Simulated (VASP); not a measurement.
# NiMoIrPdW (P3m1) in VASP: notebook, part 2 of 2

VASP 6.6.1. The steps go on from the part before.

## 5. Relaxation of cell and atoms, PBE+D3(BJ), collinear spin, ferromagnetic start

INCAR

```
SYSTEM = NiMoIrPdW
PREC = Accurate
ENCUT = 600
EDIFF = 1E-6
ISMEAR = -1
SIGMA = 0.05
LREAL = .False.
LASPH = .True.
NELM = 120
ALGO = Normal
ISIF = 3
LWAVE = .False.
LCHARG = .False.
ISPIN = 2
MAGMOM = 1 1 0 0.6 0
LORBIT = 11
LMAXMIX = 4
GGA = PE
IVDW = 12
IBRION = 2
NSW = 40
EDIFFG = -0.02
KPAR = 4
```

KPOINTS

```
regular mesh
0
Gamma
  8 8 5
  0 0 0
```

POSCAR

```
NiMoIrPdW
1.0
    4.1170500000      0.0000000000      0.0000000000
   -2.0585300000      3.5654700000      0.0000000000
    0.0000000000      0.0000000000      5.4458000000
Ni Mo Pd Ir W
1 1 1 1 1
Direct
    0.0000000000      0.0000000000      0.9577500000
    0.6666700000      0.3333300000      0.9616100000
    0.6666700000      0.3333300000      0.4629500000
    0.3333300000      0.6666700000      0.7257200000
    0.3333300000      0.6666700000      0.2364200000
```

Command:

```bash
$ cat potpaw_PBE.64/Ni/POTCAR potpaw_PBE.64/Mo_sv/POTCAR potpaw_PBE.64/Pd/POTCAR potpaw_PBE.64/Ir/POTCAR potpaw_PBE.64/W_sv/POTCAR > POTCAR
$ mpirun -np 4 vasp_std > vasp.out
```

Wall time 9.8 min (4 MPI ranks of Intel Xeon 6975P-C (Granite Rapids), shared host); peak memory 0.75 GiB.

It converged, with:

- Free energy: -45.1986 eV
- Relaxed volume: 15.58 Å³/atom
- Relaxed cell: a = 4.079 Å, b = 4.079 Å, c = 5.406 Å, α = 90.00°, β = 90.00°, γ = 120.00°
- Space group after relaxing (to 0.05 Å): P3m1 (No. 156)
- Energy gained by relaxing: 7.6 meV/atom
- Ionic steps: 9
- Pressure after relaxing: 0.0 GPa
- Largest force after relaxing: 0.015 eV/Å
- Band gap on the k mesh: none (metal or under the smearing width)
- Net moment: 0.00 μB per cell
- Valence electrons inside the program's atomic spheres: Ni 9.51; Mo 12.62; Pd 9.65; Ir 8.38; W 11.91
- Dispersion energy per atom: -0.601 eV

Forces in eV/Å, atoms in the order of the input:
```
Ni   0.000  0.000 -0.013
Mo   0.000  0.000  0.015
Pd   0.000  0.000  0.006
Ir   0.000  0.000  0.001
W    0.000  0.000 -0.008
```

Stress tensor (GPa, compression positive):
```
 0.01  0.00  0.00
 0.00  0.01  0.00
 0.00  0.00 -0.09
```

Step by step:
| step | energy change (eV) | largest force (eV/Å) | pressure (GPa) | volume (Å³) |
| --- | --- | --- | --- | --- |
| 1 | 0.0000 | 0.0375 | -5.71 | 79.94 |
| 2 | 0.1696 | 0.3562 | 16.07 | 73.53 |
| 3 | -0.0373 | 0.1172 | -0.08 | 77.95 |
| 4 | -0.0373 | 0.1199 | -0.01 | 77.91 |
| 5 | -0.0373 | 0.1219 | 0.11 | 77.87 |
| 6 | -0.0380 | 0.0363 | 0.16 | 77.85 |
| 7 | -0.0380 | 0.0217 | 0.16 | 77.84 |
| 8 | -0.0380 | 0.0136 | -0.32 | 78.00 |
| 9 | -0.0381 | 0.0146 | -0.02 | 77.90 |

Final structure:
```xyz
5
Lattice="4.0790 0.0000 0.0000 -2.0395 3.5325 0.0000 0.0000 0.0000 5.4062" Properties=species:S:1:pos:R:3 pbc="T T T"
Ni   -2.0395    3.5325    5.1772
Mo    2.0395    1.1775    5.2018
Pd    2.0395    1.1775    2.5065
Ir    0.0000    2.3550    3.9159
W     0.0000    2.3550    1.2792
```

Levels at points of the mesh, in eV from the Fermi level:
Spin up:
| k point | band 24 | band 25 | band 26 | band 27 | band 28 | band 29 | band 30 | band 31 | band 32 | band 33 |
| --- | --- | --- | --- | --- | --- | --- | --- | --- | --- | --- |
| (0.00, 0.00, 0.00) | -1.78 | -1.78 | -1.02 | -0.82 | -0.82 | 0.87 | 0.87 | 1.88 | 1.88 | 3.13 |
| (0.50, 0.00, 0.00) | -1.64 | -1.46 | -1.09 | -0.55 | -0.26 | 0.99 | 1.22 | 1.33 | 1.65 | 1.98 |
| (0.50, 0.50, 0.00) | -1.64 | -1.46 | -1.09 | -0.55 | -0.26 | 0.99 | 1.22 | 1.33 | 1.65 | 1.98 |
Spin down:
| k point | band 26 | band 27 | band 28 | band 29 | band 30 | band 31 |
| --- | --- | --- | --- | --- | --- | --- |
| (0.00, 0.00, 0.00) | -1.02 | -0.82 | -0.82 | 0.87 | 0.87 | 1.88 |
| (0.50, 0.00, 0.00) | -1.09 | -0.55 | -0.26 | 0.99 | 1.22 | 1.33 |
| (0.50, 0.50, 0.00) | -1.09 | -0.55 | -0.26 | 0.99 | 1.22 | 1.33 |

Caveat: pairwise dispersion overbinds metals, which lowers pressure and volume. The run has no spin-orbit coupling, so splittings on Ir, W are missing.

## 6. Relaxation of cell and atoms, PBE+D4, collinear spin, ferromagnetic start

Edit INCAR of step 5 so:

```diff
@@ -18,3 +18,3 @@
 GGA = PE
-IVDW = 12
+IVDW = 13
 IBRION = 2
```

KPOINTS is that of step 5.

POSCAR is that of step 5.

Potentials or basis: VASP PAW PBE potentials, release 64 (Ni, Mo_sv, Pd, Ir, W_sv).

Command:

```bash
$ cat potpaw_PBE.64/Ni/POTCAR potpaw_PBE.64/Mo_sv/POTCAR potpaw_PBE.64/Pd/POTCAR potpaw_PBE.64/Ir/POTCAR potpaw_PBE.64/W_sv/POTCAR > POTCAR
$ mpirun -np 4 vasp_std > vasp.out
```

Wall time 7.5 min (4 MPI ranks of Intel Xeon 6975P-C (Granite Rapids), shared host); peak memory 0.75 GiB.

It converged, with:

- Free energy: -45.2280 eV
- Relaxed volume: 15.61 Å³/atom
- Relaxed cell: a = 4.081 Å, b = 4.081 Å, c = 5.409 Å, α = 90.00°, β = 90.00°, γ = 120.00°
- Space group after relaxing (to 0.05 Å): P3m1 (No. 156)
- Energy gained by relaxing: 6.8 meV/atom
- Ionic steps: 7
- Pressure after relaxing: -0.1 GPa
- Largest force after relaxing: 0.015 eV/Å
- Band gap on the k mesh: none (metal or under the smearing width)
- Net moment: 0.00 μB per cell
- Valence electrons inside the program's atomic spheres: Ni 9.50; Mo 12.62; Pd 9.65; Ir 8.38; W 11.91
- Dispersion energy per atom: -0.606 eV

Forces in eV/Å, atoms in the order of the input:
```
Ni   0.000  0.000 -0.015
Mo   0.000  0.000  0.004
Pd   0.000  0.000  0.006
Ir   0.000  0.000  0.009
W    0.000  0.000 -0.005
```

The path:
| step | energy change (eV) | largest force (eV/Å) | pressure (GPa) | volume (Å³) |
| --- | --- | --- | --- | --- |
| 1 | 0.0000 | 0.0512 | -5.35 | 79.94 |
| 2 | 0.1463 | 0.3159 | 14.84 | 73.92 |
| 3 | -0.0329 | 0.1251 | -0.06 | 78.06 |
| 4 | -0.0329 | 0.1274 | 0.01 | 78.03 |
| 5 | -0.0337 | 0.0387 | 0.04 | 78.00 |
| 6 | -0.0338 | 0.0281 | 0.04 | 77.99 |
| 7 | -0.0338 | 0.0150 | -0.09 | 78.04 |

Final structure:
```cif
data_structure
_symmetry_space_group_name_H-M 'P 1'
_symmetry_Int_Tables_number 1
_cell_length_a 4.0815
_cell_length_b 4.0815
_cell_length_c 5.4093
_cell_angle_alpha 90.000
_cell_angle_beta 90.000
_cell_angle_gamma 120.000
_cell_volume 78.04
loop_
_atom_site_label
_atom_site_type_symbol
_atom_site_fract_x
_atom_site_fract_y
_atom_site_fract_z
_atom_site_occupancy
Ni1 Ni 0.00000 0.00000 0.95744 1
Mo1 Mo 0.66667 0.33333 0.96227 1
Pd1 Pd 0.66667 0.33333 0.46384 1
Ir1 Ir 0.33333 0.66667 0.72412 1
W1 W 0.33333 0.66667 0.23678 1
```

Levels at points of the mesh, in eV from the Fermi level:
Spin up:
| k point | band 26 | band 27 | band 28 | band 29 | band 30 | band 31 |
| --- | --- | --- | --- | --- | --- | --- |
| (0.00, 0.00, 0.00) | -1.02 | -0.81 | -0.81 | 0.86 | 0.86 | 1.88 |
| (0.50, 0.00, 0.00) | -1.08 | -0.55 | -0.26 | 0.99 | 1.22 | 1.32 |
| (0.50, 0.50, 0.00) | -1.08 | -0.55 | -0.26 | 0.99 | 1.22 | 1.32 |
Spin down:
```csv
k point,band 24,band 25,band 26,band 27,band 28,band 29,band 30,band 31,band 32,band 33
"(0.00, 0.00, 0.00)",-1.77,-1.77,-1.02,-0.81,-0.81,0.86,0.86,1.88,1.88,3.13
"(0.50, 0.00, 0.00)",-1.63,-1.45,-1.08,-0.55,-0.26,0.99,1.22,1.32,1.64,1.97
"(0.50, 0.50, 0.00)",-1.63,-1.45,-1.08,-0.55,-0.26,0.99,1.22,1.32,1.64,1.97
```

Caveat: pairwise dispersion overbinds metals, which lowers pressure and volume. The run has no spin-orbit coupling, so splittings on Ir, W are missing.

## 7. The runs side by side

```tsv
level	gap on the mesh (eV)	pressure (GPa)	moment (μB)	relaxed volume (Å³/atom)	largest force (eV/Å)
PBEsol	none	0.0	0.00	15.45	0.01
PBE+D2	none	0.0	0.00	15.04	0.01
PBE+D3	none	-0.1	0.00	15.47	0.02
PBE+D3(BJ)	none	0.0	0.00	15.58	0.01
PBE+D4	none	-0.1	0.00	15.61	0.01
```

Alike in all rows: task relaxation of cell and atoms; potentials or basis VASP PAW PBE potentials, release 64 (Ni, Mo_sv, Pd, Ir, W_sv); spin collinear, ferromagnetic start; cell relaxed; k mesh 8 × 8 × 5; cutoff (eV) 600; smearing fermi-dirac 0.05 eV.

Caveats: pairwise dispersion overbinds metals, which lowers pressure and volume (some runs); the PAW data sets were made with another functional, which shifts forces and pressure a little (some runs); atom-pairwise D2, TS and ULG terms overbind metals (some runs).

Total energies depend on the potentials used, so only differences within one code and one set of settings carry meaning.
